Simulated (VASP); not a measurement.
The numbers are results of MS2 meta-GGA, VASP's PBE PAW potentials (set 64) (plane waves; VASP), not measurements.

VASP input:

**INCAR**
```
# general
SYSTEM  = KMgF3
PREC    = Accurate
ENCUT   = 520
LREAL   = .FALSE.   # projection in real space or not
LASPH   = .TRUE.   # aspherical one-centre terms

# electronic loop
EDIFF   = 1E-7   # SCF stop (eV)
NELM    = 100
ALGO    = Normal   # blocked Davidson
LMIXTAU = .TRUE.

# smearing
ISMEAR  = -5   # tetrahedra, Bloechl

# functional
METAGGA = MS2

# ions
ISIF    = 2   # forces and stress, cell fixed

# output
LWAVE   = .FALSE.
LCHARG  = .FALSE.
LORBIT  = 11
NEDOS   = 601

# other
LEFG    = .TRUE.
```

KPOINTS:
```
Automatic mesh
0
Gamma
6 6 6
0 0 0
```

POSCAR:
```
KMgF3
1.0
  3.9846310490   0.0000000000   0.0000000000
  0.0000000000   3.9846310490   0.0000000000
  0.0000000000   0.0000000000   3.9846310490
K Mg F
1 1 3
Cart
  0.0000000000   0.0000000000   0.0000000000
  1.9923155245   1.9923155245   1.9923155245
  1.9923155245   0.0000000000   1.9923155245
  0.0000000000   1.9923155245   1.9923155245
  1.9923155245   1.9923155245   0.0000000000
```

### KPOINTS_OPT
```
k-points along high-symmetry lines
10
Line-mode
Reciprocal
  0.000000   0.000000   0.000000 ! GAMMA
  0.000000   0.500000   0.000000 ! X

  0.000000   0.500000   0.000000 ! X
  0.500000   0.500000   0.000000 ! M

  0.500000   0.500000   0.000000 ! M
  0.000000   0.000000   0.000000 ! GAMMA

  0.000000   0.000000   0.000000 ! GAMMA
  0.500000   0.500000   0.500000 ! R

  0.500000   0.500000   0.500000 ! R
  0.000000   0.500000   0.000000 ! X

  0.500000   0.500000   0.500000 ! R
  0.500000   0.500000   0.000000 ! M
```

POTCAR, in this order: K_sv Mg F (PBE.64 set). Program: vasp_std.

### Question
Estimate the energy per atom (σ→0), band gap (over mesh and band path).

### Answer

```yaml
energy per atom (σ→0): -793.4 kJ/mol-atom
band gap (over mesh and band path): 7.83 eV
```

OSZICAR:
```
...
DAV:  24    -0.411159646588E+02   -0.88201E-07   -0.68923E-06   912   0.269E-02    0.527E-03
DAV:  25    -0.411159648776E+02   -0.21882E-06   -0.26700E-06   920   0.166E-02    0.171E-03
DAV:  26    -0.411159650682E+02   -0.19065E-06   -0.26648E-07   964   0.526E-03    0.140E-03
DAV:  27    -0.411159651156E+02   -0.47393E-07   -0.78260E-08   612   0.326E-03
   1 F= -.41115965E+02 E0= -.41115965E+02  d E =0.000000E+00
       N       E                     dE             ncg
       N       E                     dE             ncg
       N       E                     dE             ncg
```

The compound is KMgF3 in the cubic perovskite structure. It was relaxed first.
